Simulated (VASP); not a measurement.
Consider the following.

```xyz
2
Lattice="1.7623 -3.0524 0.0000 1.7623 3.0524 0.0000 0.0000 0.0000 5.4187" Properties=species:S:1:pos:R:3 pbc="T T T"
Er     1.7623     1.0175     1.3547
Er     1.7623    -1.0175     4.0640
```

The numbers are results of PBEsol GGA, VASP's PBE PAW potentials (set 64) (plane waves; VASP), not measurements. Settings: 480 eV cut-off, 12×12×6 Γ-centred mesh, first-order Methfessel-Paxton smearing of 0.10 eV, potentials Er_3.

The 4f electrons are frozen in the core of the lanthanide potential, so 4f levels, which can set the real gap, and their magnetism are missing.

Each relaxation starts from this cell; other phases were not tried.

Problem. The cell is relaxed at 1 GPa. What happens?

Solution. The volume per atom goes from 29.15 to 28.61 Å³ (-1.9 %), and the cell becomes a = b = 3.501 Å, c = 5.389 Å, α = β = 90.00°, γ = 120.00°, space group P6_3/mmc.

Problem. The cell is relaxed at 5 GPa. What happens?

Solution. The volume per atom goes from 29.15 to 26.55 Å³ (-8.9 %), and the cell becomes a = b = 3.407 Å, c = 5.282 Å, α = β = 90.00°, γ = 120.00°, space group P6_3/mmc.

Failed runs are left out, and for metals the shear rows, which the mesh's noise covers.

The compound is Er in the hcp structure.
